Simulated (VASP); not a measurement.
Data:

```xyz
1
Lattice="-1.4915 1.4915 1.4915 1.4915 -1.4915 1.4915 1.4915 1.4915 -1.4915" Properties=species:S:1:pos:R:3 pbc="T T T"
V      0.0000     0.0000     0.0000
```

All values below come from optB88-vdW, VASP's PBE PAW potentials (set 64) (plane waves; VASP). Settings: 520 eV cut-off, Gaussian smearing of 0.050 eV, potentials V_sv.

Predict the band gap (along the path) with the smallest direct gap where there is one.

```json
{
  "band gap (along the path)": "none (metal, semimetal or under 0.01 eV)"
}
```

Only differences to runs with the same potentials and settings are physical.

The compound is V in the bcc structure. It was relaxed first. The run is not spin-polarised, so no magnetic state was tried.
